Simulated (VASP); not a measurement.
A VASP calculation is set up with these files.

KPOINTS:
```
Regular mesh
0
Gamma
  7 7 7
```

File POSCAR:
```
Ti3Ge
1
    0.0000000000     3.4197440000     3.4197440000
    3.4197440000     0.0000000000     3.4197440000
    3.4197440000     3.4197440000     0.0000000000
Ge Ti
1 3
Direct
  0.0000000000   0.0000000000   0.0000000000
  0.5000000000   0.5000000000   0.5000000000
  0.2500000000   0.2500000000   0.2500000000
  0.7500000000   0.7500000000   0.7500000000
```

**INCAR**
```
ALGO=Normal
EDIFF=1E-6
ENCUT=300
GGA=PE
ISIF=2
ISMEAR=0
LASPH=.True.
LCHARG=.False.
LMAXMIX=4
LREAL=.False.
LWAVE=.False.
NELM=100
PREC=Accurate
SIGMA=0.136
SYSTEM=Ti3Ge
```

POTCAR, in this order: Ge_d Ti_sv (PBE.64 set). Program: vasp_std.

### Question
Write an equivalent input for Quantum ESPRESSO's pw.x.

### Answer
One equivalent input (not run):
```
&CONTROL
  calculation = 'scf'
  pseudo_dir = './pseudo'
  outdir = './out'
  tprnfor = .true.
  tstress = .true.
/
&SYSTEM
  ibrav = 0
  nat = 4
  ntyp = 2
  ecutwfc = 84
  occupations = 'smearing'
  smearing = 'gaussian'
  degauss = 0.009996
  input_dft = 'pbe'
/
&ELECTRONS
  conv_thr = 7.3e-08
  electron_maxstep = 100
/
ATOMIC_SPECIES
  Ge 72.630 Ge.upf
  Ti 47.867 Ti.upf
CELL_PARAMETERS angstrom
     0.0000000    3.4197440    3.4197440
     3.4197440    0.0000000    3.4197440
     3.4197440    3.4197440    0.0000000
ATOMIC_POSITIONS crystal
  Ge   0.0000000  0.0000000  0.0000000
  Ti   0.5000000  0.5000000  0.5000000
  Ti   0.2500000  0.2500000  0.2500000
  Ti   0.7500000  0.7500000  0.7500000
K_POINTS automatic
  7 7 7 0 0 0
```
The two are equivalent in intent, not identical: the potentials are each code's own (VASP's PAW set, PseudoDojo norm-conserving files in pw.x), so ENCUT and ecutwfc are chosen apart and not converted; conv_thr bounds pw.x's estimated SCF error, while EDIFF bounds the energy change between steps.

The structure was generated: Ti3Ge was put into an ordered model structure, which need not be its known phase. The cell was not relaxed at this level.
